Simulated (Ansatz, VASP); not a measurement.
## YSe in two plane-wave programs

Aim: how closely do two programs agree when they are given the same cell, functional and k mesh? The cell is taken from a series of runs on this material, whose earlier steps may have relaxed, scaled, displaced or heated it; both programs get it as it stands.

Program: Ansatz 0.2.0. Level of theory: plane waves, with VASP 6.6.1 beside it; relaxation of cell and atoms at PBEsol. Results are calculated unless marked as measured.

## 1. Starting point

It takes space group Fm-3m (No. 225, cubic). The conventional cell has a = 5.689 Å, b = 5.689 Å, c = 5.689 Å, α = 90.00°, β = 90.00°, γ = 90.00°. Y has 6 Se at 2.84 Å nearest. Nearest to Se lie 6 Y at 2.84 Å. Farther neighbours and most contacts between anions are not listed.

## 2. Ansatz: relaxation of cell and atoms, PBEsol

Ansatz runs on its default PAW (the set named soft_2) files.

The relaxed volume is the usual yardstick between codes: in a stiff, nearly cubic crystal its relative difference is about their pressure difference at one cell divided by the bulk modulus.

input.yaml reads:

```yaml
crystal:
  lattice:
    - [-2.8447126552, 0.0, 2.8447126552]
    - [0.0, 2.8447126552, 2.8447126552]
    - [-2.8447126552, 2.8447126552, 0.0]
  atoms:
    - { symbol: "Y", position: [0.5, 0.5, 0.5] }
    - { symbol: Se, position: [0.0, 0.0, 0.0] }
kpoints:
  mp_grid: { grid: [12, 12, 12] }
hamiltonian:
  xc: pbesol
scf:
  occupations: { method: methfessel_paxton, width: 0.15 }
output:
  forces: true
  stress: true
  eigenvalues: true
  write_density: true
  write_potential: true
  elf: true
  volumetric_format: npy
relax:
  adjacent_minimum: "off"
  f_tol: 0.001
  max_steps: 60
  cell: { stress_tol: 0.01 }
```

Started as:

```
ansatz run input.yaml --threads 2 --pin off --max-ram 5120MiB --backend cpu --events-out ev --progress --plain --runs-dir out
```

Numbers of over 12 decimals in the logs are rounded to 6 here.

What it wrote:

```text
Engine: ansatz 0.2.0, x86_64-unknown-linux-gnu
Pseudopotentials: kind: paw
Pseudopotential: Y, paw, valence charge 11, recommended cutoff 420 eV (normal), Y.paw.azcp
Pseudopotential: Se, paw, valence charge 16, recommended cutoff 420 eV (normal), Se.paw.azcp
Functional definition: PBEsol
  exchange = pbesol_x
  correlation = pbesol_c
Crystal: 2 atoms, lattice volume = 46.041 Å³
Basis set: ecut = 420 eV, 893 PW (Γ), exchange–correlation on 54×54×54 points (8 copies of the dense FFT grid, shifted against one another)
Bands: 18, of which v1, the nominal top of the filled ones, is band 14 counted from 1 (13 counted from 0)
Symmetry: 48 space group operations
Space group: Fm-3m (ITA 225), of the structure as read, at distance tolerance 3.6e-5 Å
k-points: 72 of 1728
Non-local potential: Y, projectors of the file, l = 0: 3, l = 1: 2, l = 2: 2, l = 3: 1
Non-local potential: Se, projectors of the file, l = 0: 2, l = 1: 2, l = 2: 3, l = 3: 1
PAW form: soft (Blöchl's): semilocal exchange-correlation on the pseudo side does not see the compensation charge
PAW frozen core: Y, regenerated for the run's functional, and the local potential with it (the file was generated under x = pbe(κ = 0.804, μ = 0.219515), c = pbe(β = 0.066725))
PAW frozen core: Se, regenerated for the run's functional, and the local potential with it (the file was generated under x = pbe(κ = 0.804, μ = 0.219515), c = pbe(β = 0.066725))
PAW one-centre angular grid: Y, 590 points (default); XC on 64 Gauss nodes
PAW one-centre angular grid: Se, 590 points (default); XC on 64 Gauss nodes
Initial density: superposition of atomic densities (neutral atoms: chi_scale 0, normalization atom), corrected by the library's trained network
Initial wavefunctions: pseudopotential atomic-orbital guess
Functional: x = pbesol(κ = 0.804, μ = 0.123457), c = pbesol(β = 0.046)
SCF iter   1: F=—  HF=-9223.007199 eV  |F-HF|=—  |Δ(HF+E_count)|=         —  Δρ=2.44e-3  dr2=2.85e-3  ethr=1.77e-3  ⟨swp⟩=5.5  Hψ=5865  notcnv=0
preconditioner: auto → none  [insulator: Δε(μ)=0.121 eV  Ē_g=8.931 eV  σ=0.150 eV  W_gap=0.57  n_scr=14 (ndim 8)  ℏωp=16.4 eV  f_vac=0.000  D(μ)=0.50/eV (n_scr^D=0)  ε∞_Penn≈4.4]
SCF iter   2: F=—  HF=-9223.005412 eV  |F-HF|=—  |Δ(HF+E_count)|=   1.79e-3  S|Δr|=    0.00e0  Δρ=1.01e-3  dr2=2.03e-4  ethr=1.06e-5  ⟨swp⟩=2.0  Hψ=2847  notcnv=0
SCF iter   3: F=—  HF=-9223.005417 eV  |F-HF|=—  |Δ(HF+E_count)|=   4.98e-6  S|Δr|=    0.00e0  Δρ=4.30e-4  dr2=4.12e-5  ethr=7.52e-7  ⟨swp⟩=2.7  Hψ=2005  notcnv=0
SCF iter   4: F=—  HF=-9223.005423 eV  |F-HF|=—  |Δ(HF+E_count)|=   5.95e-6  S|Δr|=    0.00e0  Δρ=9.37e-5  dr2=2.55e-6  ethr=1.53e-7  ⟨swp⟩=2.0  Hψ=1577  notcnv=0
SCF iter   5: F=-9223.005423 eV  HF=-9223.005423 eV  |F-HF|=1.27e-8  |Δ(HF+E_count)|=   1.34e-7  S|Δr|=    0.00e0  Δρ=1.33e-5  dr2=3.61e-8  ethr=3.70e-10  ⟨swp⟩=6.5  Hψ=7866  notcnv=0
SCF 1 converged in 5 iterations: F = -9223.005423 eV  dr2 = 3.61e-8
  greatest PAW one-centre occupation: 1.000 electrons in one spin orbital (limit 2), on the Se atom at site 1 (counted from 0), in its partial waves of l = 2
relax step   1: F+E_penalty+E_count = -9223.00542313 eV  Δ(F+E_penalty+E_count) = +0.000e0 eV  max|allowed force component| = 1.921e-29 eV/Å  Δτ_max = 0.0000 Å  P = -0.024 GPa  Ω = 46.041 Å³  (5 SCF iters, dr2 threshold 1.00e-7 eV, accepted)
[...]
relax step   2: F+E_penalty+E_count = -9223.00542415 eV  Δ(F+E_penalty+E_count) = -1.017e-6 eV  max|allowed force component| = 7.823e-30 eV/Å  Δτ_max = 0.0000 Å  P = +0.031 GPa  Ω = 46.012 Å³  energy of the carried Pulay correction = +1.668e-6 eV  (4 SCF iters, dr2 threshold 1.47e-9 eV, rejected (line search))
[...]
relax step   3: F+E_penalty+E_count = -9223.00542483 eV  Δ(F+E_penalty+E_count) = -1.702e-6 eV  max|allowed force component| = 1.714e-29 eV/Å  Δτ_max = 0.0000 Å  P = -0.000 GPa  Ω = 46.028 Å³  energy of the carried Pulay correction = +7.271e-7 eV  (6 SCF iters, accepted)
[...]
relax step   4: F+E_penalty+E_count = -9223.00542483 eV  Δ(F+E_penalty+E_count) = +1.819e-12 eV  max|allowed force component| = 9.992e-30 eV/Å  Δτ_max = 0.0000 Å  P = -0.000 GPa  Ω = 46.028 Å³  stress off target by 1.63e-5 GPa  SCF on the basis re-selected at this cell (its energy is not comparable with the rows above)  (4 SCF iters)
basis re-selected at this cell: Δ(F+E_penalty+E_count) = +1.819e-12 eV, ΔP = -0.000 GPa vs the last step (what re-selecting the basis moved, of the pressure what is left beyond the Pulay correction that the steps carried, after the strain that the cell walked since its last selection, with what the two solves' SCF thresholds leave and, on support functions, any second-order correction that the steps lacked; it is no  [...]
SCF converged after 4 iterations
Stability not checked: this state was not tested for a lower state beside it, because cold or Methfessel-Paxton smearing, or corrected tetrahedra, fill the levels in a way that the test cannot read (fill_not_monotonic; see scf.lower_state_search)
Free energy (F): -9223.005425 eV
Harris-Foulkes:  -9223.005425 eV  (|F-HF|=1.82e-12)
Internal energy: -9223.007846 eV  (E = F + TS)
E sigma→0 (E₀):  -9223.006030 eV
Entropy (-TS):   0.002422 eV (1.211 meV/atom)
Fermi energy:    13.031628 eV
Step filling:    the computed levels leave a gap of 0.0181 eV = 0.1 smearing widths at the electron count; against every level under it full and every level over it empty, smearing changes F+E_penalty+E_count by +1.020 meV and its σ→0 estimate by +0.415 meV
--- Per-component energies (eV) ---
  E_band       = -426.649945
  E_kinetic    = 428.276965
  E_local      = -2860.559406  (includes V_loc(G=0)·N_el)
  E_nonlocal   = -541.736389
  E_hartree    = 1341.862480
  E_xc         = -277.874349
  E_vxc        = -300.105652  (∫ρ·V_xc dr)
  E_paw        = -4641.103553  (= ΣΔE_a)
  E_vpaw       = 163.750149  (= ΣTr[D̂ρ^β])
  E_aug_tail   = -0.000557  (compensation charges beyond the density's cutoff)
  E_ewald      = -2673.030261
  E_core_change = 1.157223  (= ΣΔE_core)
  E_smearing   = 0.002422  (= −TS)
  E_closure    = 0.000000  (closes the sum)
  Σ components = -9223.005425   (vs F -9223.005425, Δ=0.00e0)
--- Forces (eV/Å), atoms counted from 1 ---
  atom   1  Y     -0.00000000    -0.00000000     0.00000000
  atom   2  Se    -0.00000000    -0.00000000     0.00000000
  max |Σ_I F_I| component: 3.26e-29 eV/Å
--- Stress (GPa, compression-positive) ---
       -0.000016       0.000000       0.000000
        0.000000      -0.000016      -0.000000
       -0.000000      -0.000000      -0.000016
  P = ⅓ Tr σ = -0.0000 GPa (-0.000 kbar)
--- Band table (eV; the first three rows and the last of 72) ---
  k-point 0: bands = [... 10 lower, 10.0394, 10.0394, 10.0394, 12.7881, 12.7881, 12.7881, 13.6000, 13.6000]
  k-point 1: bands = [... 10 lower, 9.5514, 9.8086, 9.8086, 12.8847, 12.9252, 12.9252, 13.9390, 13.9390]
  k-point 2: bands = [... 10 lower, 8.5876, 9.3214, 9.3214, 13.0090, 13.2701, 13.2701, 14.8030, 14.8030]
  k-point 71: bands = [... 10 lower, 7.8188, 7.9360, 7.9360, 13.8683, 13.8683, 15.3947, 16.0470, 16.3208]
--- Relaxed structure (3 steps of the walk, 2 accepted, 1 SCFs on fresh bases) ---
  F+E_penalty+E_count = -9223.00542483 eV   max|allowed force component| = 9.992e-30 eV/Å   (the final SCF, on the basis selected at the relaxed cell)
  cell:  # Å, volume = 46.0282 Å³
    - [-2.844449, 0, 2.844449]
    - [0, 2.844449, 2.844449]
    - [-2.844449, 2.844449, 0]
  atoms:
    - { symbol: Y, position: [0.5, 0.5, 0.5] }
    - { symbol: Se, position: [0, 0, 0] }
```

## 3. VASP: relaxation of cell and atoms, PBEsol

The same cell, functional, mesh and smearing now go to VASP, with its own data sets.

Lines of VASP's logs that name or quote its potential files are left out, and so is its time.

INCAR reads:

```
SYSTEM = YSe
PREC = Accurate
ENCUT = 500
EDIFF = 1E-07
NELM = 120
ISMEAR = 1
SIGMA = 0.15
LREAL = .FALSE.
ALGO = Normal
GGA = PS
NBANDS = 14
LASPH = .TRUE.
LORBIT = 11
LWAVE = .FALSE.
LCHARG = .FALSE.
ISIF = 3
IBRION = 2
NSW = 80
EDIFFG = -0.005
GGA_COMPAT = .FALSE.
NELMIN = 4
```

POSCAR reads:

```
YSe
1.0
   -2.8447130000      0.0000000000      2.8447130000
    0.0000000000      2.8447130000      2.8447130000
   -2.8447130000      2.8447130000      0.0000000000
Y Se
1 1
Direct
    0.5000000000      0.5000000000      0.5000000000
    0.0000000000      0.0000000000      0.0000000000
```

KPOINTS reads:

```
Automatic mesh
0
Gamma
12 12 12
0 0 0
```

Potentials, in the order of the species: Y_sv and Se (PBE family, release 64).

Started as:

```
mpirun -np 1 vasp_std
```

What it wrote:

```text
[banner, memory and clock lines left out]
running    1 mpi-ranks, on    1 nodes
 distrk:  each k-point on    1 cores,    1 groups
 distr:  one band on    1 cores,    1 groups

 POSCAR found type information on POSCAR Y Se
 POSCAR found :  2 types and       2 ions
|                                                                             |
|               ----> ADVICE to this user running VASP <----                  |
|                                                                             |
|     You enforced a specific xc type in the INCAR file but a different       |
|     [... a line on the potential file left out ...]
|     I HOPE YOU KNOW WHAT YOU ARE DOING!                                     |
|                                                                             |

 LDA part: xc-table for (Slater+PW92), standard interpolation
 POSCAR, INCAR and KPOINTS ok, starting setup
 FFT: planning ... GRIDC
 FFT: planning ... GRID_SOFT
 FFT: planning ... GRID
 WAVECAR not read
 entering main loop
       N       E                     dE             d eps       ncg     rms          rms(c)
DAV:   1     0.562050778353E+02    0.56205E+02   -0.79480E+03  2024   0.107E+03
DAV:   2    -0.111266157972E+02   -0.67332E+02   -0.63938E+02  2716   0.222E+02
DAV:   3    -0.149512217065E+02   -0.38246E+01   -0.37920E+01  3316   0.390E+01
DAV:   4    -0.150133996453E+02   -0.62178E-01   -0.62164E-01  2246   0.491E+00
DAV:   5    -0.150148715750E+02   -0.14719E-02   -0.14719E-02  2770   0.534E-01    0.254E+01
DAV:   6    -0.144610332569E+02    0.55384E+00   -0.90379E-01  2430   0.587E+00    0.181E+01
DAV:   7    -0.144089104994E+02    0.52123E-01   -0.54824E-01  2882   0.465E+00    0.435E+00
DAV:   8    -0.143917636114E+02    0.17147E-01   -0.12097E-01  2328   0.228E+00    0.339E-01
DAV:   9    -0.143910628165E+02    0.70079E-03   -0.73994E-03  2244   0.601E-01    0.112E-01
DAV:  10    -0.143910441420E+02    0.18674E-04   -0.29458E-04  2462   0.153E-01    0.999E-02
DAV:  11    -0.143910508065E+02   -0.66644E-05   -0.40461E-05  2516   0.523E-02    0.490E-02
DAV:  12    -0.143910485090E+02    0.22974E-05   -0.82851E-06  2358   0.222E-02    0.605E-03
DAV:  13    -0.143910483061E+02    0.20296E-06   -0.76152E-07  2312   0.642E-03    0.238E-03
DAV:  14    -0.143910482826E+02    0.23489E-07   -0.57388E-08  1290   0.197E-03
   1 F= -.14391048E+02 E0= -.14391860E+02  d E =-.143910E+02
 curvature:   0.00 expect dE= 0.000E+00 dE for cont linesearch  0.000E+00
 trial: gam= 0.00000 g(F)=  0.561E-60 g(S)=  0.806E-05 ort = 0.000E+00 (trialstep = 0.100E+01)
 search vector abs. value=  0.806E-05
 bond charge predicted
       N       E                     dE             d eps       ncg     rms          rms(c)
DAV:   1    -0.143911029034E+02   -0.54597E-04   -0.10608E-03  2956   0.229E-01    0.596E-02
DAV:   2    -0.143910600991E+02    0.42804E-04   -0.92722E-05  2704   0.728E-02    0.318E-02
DAV:   3    -0.143910482013E+02    0.11898E-04   -0.60134E-05  3262   0.445E-02    0.241E-02
DAV:   4    -0.143910490993E+02   -0.89795E-06   -0.22932E-06  2382   0.124E-02    0.847E-03
DAV:   5    -0.143910490846E+02    0.14748E-07   -0.21139E-06  3054   0.606E-03    0.170E-03
DAV:   6    -0.143910490346E+02    0.49996E-07   -0.66741E-08  1650   0.187E-03
   2 F= -.14391049E+02 E0= -.14391860E+02  d E =-.751953E-06
 trial-energy change:   -0.000001  1 .order   -0.000001   -0.000008    0.000006
 step:   0.5567(harm=  0.5567)  dis= 0.00000  next Energy=   -14.391051 (dE=-0.224E-05)
 reached required accuracy - stopping structural energy minimisation
```

OUTCAR, selected parts (step 3):

```text
ion  position               nearest neighbor table
   1  0.500  0.500  0.500-   2 2.84   2 2.84   2 2.84   2 2.84   2 2.84   2 2.84
   2  0.000  0.000  0.000-   1 2.84   1 2.84   1 2.84   1 2.84   1 2.84   1 2.84

  LATTYP: Found a face centered cubic cell.
 ALAT       =     5.6894260000

 Subroutine GETGRP returns: Found 48 space group operations
 (whereof 48 operations were pure point group operations)

The static configuration has the point symmetry O_h .

 Found     72 irreducible k-points:

   k-points           NKPTS =     72   k-points in BZ     NKDIM =     72   number of bands    NBANDS=     14

   dimension x,y,z NGX =    30 NGY =   30 NGZ =   30
   dimension x,y,z NGXF=    60 NGYF=   60 NGZF=   60

   ENCUT  =  500.0 eV  36.75 Ry    6.06 a.u.   7.33  7.33  7.33*2*pi/ulx,y,z

   NELECT =      17.0000    total number of electrons

 k-points in reciprocal lattice and weights: Automatic mesh
   0.00000000  0.00000000  0.00000000       0.001
   0.08333333  0.00000000  0.00000000       0.005
   0.16666667  0.00000000  0.00000000       0.005
   0.25000000  0.00000000  0.00000000       0.005
   0.33333333  0.00000000  0.00000000       0.005
   0.41666667  0.00000000  0.00000000       0.005
   0.50000000  0.00000000  0.00000000       0.002
   0.08333333  0.08333333  0.00000000       0.003
   0.16666667  0.08333333  0.00000000       0.014
[...]
-0.33333333  0.50000000  0.16666667       0.007
  -0.25000000  0.50000000  0.25000000       0.003

 average (electrostatic) potential at core
       1 -35.2958       2 -53.5059

 E-fermi :   6.0563

 k-point     1 :       0.0000    0.0000    0.0000
  band No.  band energies     occupation
    ...
      7       3.0724      2.00000
      8       3.0724      2.00000
      9       5.8124      2.04374
     10       5.8124      2.04374
     11       5.8124      2.04374
     12       6.6211     -0.00000
     13       6.6211     -0.00000
     14       6.8763     -0.00000

 k-point     2 :       0.0833    0.0000    0.0000
  band No.  band energies     occupation
    ...
      7       2.8411      2.00000
      8       2.8411      2.00000
      9       5.9091      2.04627
     10       5.9494      1.92860
     11       5.9494      1.92860
     12       6.9605     -0.00000
     13       6.9605     -0.00000
     14       7.3428     -0.00000

 k-point     3 :       0.1667    0.0000    0.0000
  band No.  band energies     occupation
    ...
      5      -8.9184      2.00000
      6       1.6176      2.00000
      7       2.3534      2.00000
      8       2.3534      2.00000
      9       6.0332      1.25769
     10       6.2938     -0.04767
     11       6.2938     -0.04767
     12       7.8250     -0.00000
     13       7.8250     -0.00000
     14       8.4214     -0.00000

  Total       -0.0084042     -0.0084042     -0.0084042      0.0000000     -0.0000000     -0.0000000
  in kB       -0.2922346     -0.2922346     -0.2922346      0.0000000     -0.0000000     -0.0000000
  external PRESSURE =      -0.2922346 kB  Pullay stress =       0.0000000 kB

  energy-cutoff  :      500.00
  volume of cell :       46.08
      direct lattice vectors                 reciprocal lattice vectors
    -2.845437177  0.000000000  2.845437177    -0.175719922 -0.175719922  0.175719922
     0.000000000  2.845437177  2.845437177     0.175719922  0.175719922  0.175719922
    -2.845437177  2.845437177  0.000000000    -0.175719922  0.175719922 -0.175719922

 POSITION                                       TOTAL-FORCE (eV/Angst)
 -----------------------------------------------------------------------------------
     -2.84544      2.84544      2.84544         0.000000      0.000000      0.000000
     -2.84544      2.84544      0.00000        -0.000000     -0.000000     -0.000000
 -----------------------------------------------------------------------------------
    total drift:                                0.000000      0.000000      0.000000

  FREE ENERGIE OF THE ION-ELECTRON SYSTEM (eV)
  ---------------------------------------------------
  free  energy   TOTEN  =       -14.3910490346 eV

  energy  without entropy=      -14.3934822417  energy(sigma->0) =      -14.39186010

 reached required accuracy - stopping structural energy minimisation

 total charge
# of ion       s       p       d       f       tot
--------------------------------------------------
    1        2.151   6.302   1.120   0.054   9.627
    2        1.430   2.483   0.047   0.000   3.959
--------------------------------------------------
tot          3.580   8.784   1.167   0.054  13.586

[... 3 further parts left out ...]
```

CONTCAR:

```
YSe
   1.00000000000000
    -2.8454371772355933    0.0000000000000000    2.8454371772355933
     0.0000000000000000    2.8454371772355933    2.8454371772355933
    -2.8454371772355933    2.8454371772355933    0.0000000000000000
  Y               Se
     1     1
Direct
     0.5000000000000000    0.5000000000000000    0.5000000000000000
     0.0000000000000000    0.0000000000000000    1.0000000000000000
```

## 4. Side by side

Known differences besides the potentials themselves: the data sets hold 27 valence electrons in Ansatz (on its default PAW (the set named soft_2) files) and 17 in VASP; the cutoff is 420 eV in Ansatz and 500 eV in VASP; Ansatz makes its cores anew for this functional, VASP keeps those of its PBE data sets; Ansatz adds a Pulay correction to the stress that steers its cell, VASP none. Total energies have different zeros and are not compared.

Compared:

| quantity | Ansatz | VASP | difference |
| --- | --- | --- | --- |
| volume (Å³) | 46.03 | 46.08 | -0.10 % |
| edge a after relaxation, in the typed setting (Å) | 4.023 | 4.024 | -0.03 % |

## 5. Results

| Item | Value |
| --- | --- |
| difference in volume (relaxation of cell and atoms, PBEsol) | -0.10 % |

The difference in volume is -0.10 % (relaxation of cell and atoms, PBEsol), within the 1.2 % picked in this series as the mark of a large difference, as far as the stopping tolerances let one tell. The data sets hold unlike numbers of valence electrons (27 in Ansatz and 17 in VASP), so part of the differences comes from the potentials. Such differences can come from data sets, numerical settings and the points named under the comparisons, not from the functional's error against experiment.

[Lines on the potential files, build, host, timing and source positions are cut from VASP's logs without a mark.]

[Logs are printed without paths, hosts, clocks, repeated set-up lines and the standing remarks that a program may print on its own settings, such as how far it seeks lower states.]

[Hosts, paths, dates, database ids (printed as entryN), source tags and the programs' standing remarks are cut or masked in the printed files.]
